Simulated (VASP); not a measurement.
# CoSi2 (Fm-3m) in VASP: notebook, part 2 of 2

VASP 6.6.1. Earlier steps stand in the parts before.

## (3) Relaxation of cell and atoms, PBE, collinear spin, ferromagnetic start

INCAR

```
PREC     = Accurate       # precision mode
ENCUT    = 520            # plane-wave cutoff, eV
EDIFF    = 1E-7           # SCF threshold, eV
ISMEAR   = 0              # smearing method
SIGMA    = 0.1            # smearing width, eV
LREAL    = F              # projectors in reciprocal space
LASPH    = T              # aspherical terms in the spheres
NELM     = 120            # most SCF steps
ALGO     = Normal         # electronic algorithm
ISIF     = 3              # what is computed and relaxed
LWAVE    = F              # write WAVECAR
LCHARG   = F              # write CHGCAR
ISPIN    = 2              # spin polarisation
MAGMOM   = 2 0 0          # initial moments
LORBIT   = 11             # projections on sites
LMAXMIX  = 4              # l up to which the mixer works
GGA      = PE             # functional
IBRION   = 2              # ionic algorithm
NSW      = 60             # ionic steps
EDIFFG   = -0.005         # ionic threshold
POTIM    = 0.3            # step
```

KPOINTS

```
regular mesh
0
Gamma
  11 11 11
```

POSCAR

```
CoSi2                                   
1.0
    0.0000000000      2.6788695401      2.6788695401
    2.6788695401      0.0000000000      2.6788695401
    2.6788695401      2.6788695401     -0.0000000000
  Co              Si            
     1     2
Direct
     0.0000000000000000    0.0000000000000000    0.0000000000000000
     0.2500000000000000    0.2500000000000000    0.2500000000000000
     0.7500000000000000    0.7500000000000000    0.7500000000000000
```

Potentials or basis: VASP PAW PBE potentials, release 64 (Co, Si).

The run is started by

```sh
$ cat potpaw_PBE.64/Co/POTCAR potpaw_PBE.64/Si/POTCAR > POTCAR
$ mpirun -np 1 vasp_std > vasp.out
```

OUTCAR:

```text
PREC = Accurate
   ENCUT = 520
   EDIFF = 1E-7
   ISMEAR = 0
   LREAL = F
   LASPH = T
   NELM = 120
   ISIF = 3
   ISPIN = 2
   LORBIT = 11
   GGA = PE
   IBRION = 2
   NSW = 60
   EDIFFG = -0.005
   POTIM = 0.3

 ion  position               nearest neighbor table
   1  0.000  0.000  0.000-   3 2.32   3 2.32   3 2.32   2 2.32   3 2.32   2 2.32   2 2.32   2 2.32

   2  0.250  0.250  0.250-   1 2.32   1 2.32   1 2.32   1 2.32   3 2.68   3 2.68   3 2.68   3 2.68
                             3 2.68   3 2.68
   3  0.750  0.750  0.750-   1 2.32   1 2.32   1 2.32   1 2.32   2 2.68   2 2.68   2 2.68   2 2.68
                             2 2.68   2 2.68

  LATTYP: Found a face centered cubic cell.
 ALAT       =     5.3577390802

  Lattice vectors:

 A1 = (   0.0000000000,   2.6788695401,   2.6788695401)
 A2 = (   2.6788695401,   0.0000000000,   2.6788695401)
 A3 = (   2.6788695401,   2.6788695401,   0.0000000000)

Analysis of symmetry for initial positions (statically):
=====================================================================
 Subroutine PRICEL returns:
 Original cell was already a primitive cell.

 Routine SETGRP: Setting up the symmetry group for a
 face centered cubic supercell.

 Subroutine GETGRP returns: Found 48 space group operations
 (whereof 48 operations were pure point group operations)
 out of a pool of 48 trial point group operations.

The static configuration has the point symmetry O_h .

Analysis of symmetry for dynamics (positions and initial velocities):
=====================================================================
 Subroutine PRICEL returns:
 Original cell was already a primitive cell.

 Routine SETGRP: Setting up the symmetry group for a
 face centered cubic supercell.

 Subroutine GETGRP returns: Found 48 space group operations
 (whereof 48 operations were pure point group operations)
 out of a pool of 48 trial point group operations.

The dynamic configuration has the point symmetry O_h .

Analysis of structural, dynamic, and magnetic symmetry:
[... 188 lines left out ...]
     13      13.5290      0.00000
[... 356 lines left out ...]
      2       3.9180      1.00000
      3       5.6483      1.00000
      4       6.6486      1.00000
      5       7.5631      1.00000
      6       8.2948      1.00000
      7       8.7391      1.00000
      8       9.6630      1.00000
      9      11.4618      0.00000
     10      13.2277      0.00000
     11      13.4522      0.00000
     12      13.8119      0.00000
     13      15.9529      0.00000

 [... further k-points ...]

 spin component 2

 k-point     1 :       0.0000    0.0000    0.0000
  band No.  band energies     occupation
      1      -3.0376      1.00000
      2       6.0060      1.00000
      3       6.0060      1.00000
      4       6.0060      1.00000
      5       8.1747      1.00000
      6       8.1747      1.00000
      7      10.8261      0.00000
      8      13.4828      0.00000
      9      13.4828      0.00000
     10      13.4828      0.00000
     11      13.5290      0.00000
     12      13.5290      0.00000
     13      13.5290      0.00000
[... 356 lines left out ...]
      2       3.9180      1.00000
      3       5.6483      1.00000
      4       6.6485      1.00000
      5       7.5631      1.00000
      6       8.2948      1.00000
      7       8.7391      1.00000
      8       9.6630      1.00000
      9      11.4618      0.00000
     10      13.2277      0.00000
     11      13.4522      0.00000
     12      13.8119      0.00000
     13      15.9529      0.00000

 [... further k-points ...]
[... 5 lines left out ...]
  --------------------------------------------------------------------------------------
  -------------------------------------------------------------------------------------
  Total        0.0015126      0.0015126      0.0015126      0.0000000      0.0000000      0.0000000
  in kB        0.0630310      0.0630310      0.0630310      0.0000000      0.0000000      0.0000000
  external PRESSURE =       0.0630310 kB  Pullay stress =       0.0000000 kB

 VOLUME and BASIS-vectors are now :
 -----------------------------------------------------------------------------
  energy-cutoff  :      520.00
  volume of cell :       38.45
      direct lattice vectors                 reciprocal lattice vectors
     0.000000000  2.678869540  2.678869540    -0.186645894  0.186645894  0.186645894
     2.678869540  0.000000000  2.678869540     0.186645894 -0.186645894  0.186645894
     2.678869540  2.678869540  0.000000000     0.186645894  0.186645894 -0.186645894

 POSITION                                       TOTAL-FORCE (eV/Angst)
 -----------------------------------------------------------------------------------
      0.00000      0.00000      0.00000         0.000000     -0.000000      0.000000
      1.33943      1.33943      1.33943         0.000000      0.000000      0.000000
      4.01830      4.01830      4.01830        -0.000000     -0.000000     -0.000000
 -----------------------------------------------------------------------------------
    total drift:                               -0.000000     -0.000000      0.000000

  FREE ENERGIE OF THE ION-ELECTRON SYSTEM (eV)
  ---------------------------------------------------
  free  energy   TOTEN  =       -19.2985063303 eV

  energy  without entropy=      -19.2937283037  energy(sigma->0) =      -19.29611732

 reached required accuracy - stopping structural energy minimisation

 total charge

# of ion       s       p       d       tot
------------------------------------------
    1        0.540   0.719   7.593   8.852
    2        0.717   0.873   0.000   1.589
    3        0.717   0.873   0.000   1.589
--------------------------------------------------
tot          1.973   2.464   7.593  12.031

 magnetization (x)

# of ion       s       p       d       tot
------------------------------------------
    1       -0.000  -0.000  -0.000  -0.000
    2        0.000   0.000   0.000   0.000
    3        0.000   0.000   0.000   0.000
--------------------------------------------------
tot         -0.000  -0.000  -0.000  -0.000
```

CONTCAR:

```text
CoSi2
   1.00000000000000
     0.0000000000000000    2.6788695401000000    2.6788695401000000
     2.6788695401000000    0.0000000000000000    2.6788695401000000
     2.6788695401000000    2.6788695401000000    0.0000000000000000
  Co              Si
     1     2
Direct
     0.0000000000000000    0.0000000000000000    0.0000000000000000
     0.2500000000000000    0.2500000000000000    0.2500000000000000
     0.7500000000000000    0.7500000000000000    0.7500000000000000

  0.00000000E+00  0.00000000E+00  0.00000000E+00
  0.00000000E+00  0.00000000E+00  0.00000000E+00
  0.00000000E+00  0.00000000E+00  0.00000000E+00
```

It took 40 s on 1 thread of AMD EPYC 9R14 (Zen 4), shared host; peak memory 0.16 GiB.

Results:

```
Free energy                                           : -19.2985 eV
Pressure after relaxing                               : 0.0 GPa
Band gap on the k mesh                                : none (metal or under the smearing width)
Net moment                                            : 0.00 μB per cell
Valence electrons inside the program's atomic spheres : Co 8.85; Si 1.59
```

Final structure:
```cif
data_structure
_symmetry_space_group_name_H-M 'P 1'
_symmetry_Int_Tables_number 1
_cell_length_a 3.7885
_cell_length_b 3.7885
_cell_length_c 3.7885
_cell_angle_alpha 60.000
_cell_angle_beta 60.000
_cell_angle_gamma 60.000
_cell_volume 38.45
loop_
_atom_site_label
_atom_site_type_symbol
_atom_site_fract_x
_atom_site_fract_y
_atom_site_fract_z
_atom_site_occupancy
Co1 Co 0.00000 0.00000 0.00000 1
Si1 Si 0.25000 0.25000 0.25000 1
Si2 Si 0.75000 0.75000 0.75000 1
```

Levels at points of the mesh, in eV from the Fermi level:
Spin up:
```
           k point  band 7  band 8  band 9  band 10  band 11  band 12
(0.00, 0.00, 0.00)    0.75    3.41    3.41     3.41     3.45     3.45
```
Spin down:
```
           k point  band 5  band 6  band 7  band 8  band 9  band 10  band 11  band 12  band 13
(0.00, 0.00, 0.00)   -1.90   -1.90    0.75    3.41    3.41     3.41     3.45     3.45     3.45
```

Caveat: the starting moments collapsed, and a magnetic state may lie lower; the relaxation stopped at its first step, so nothing moved.
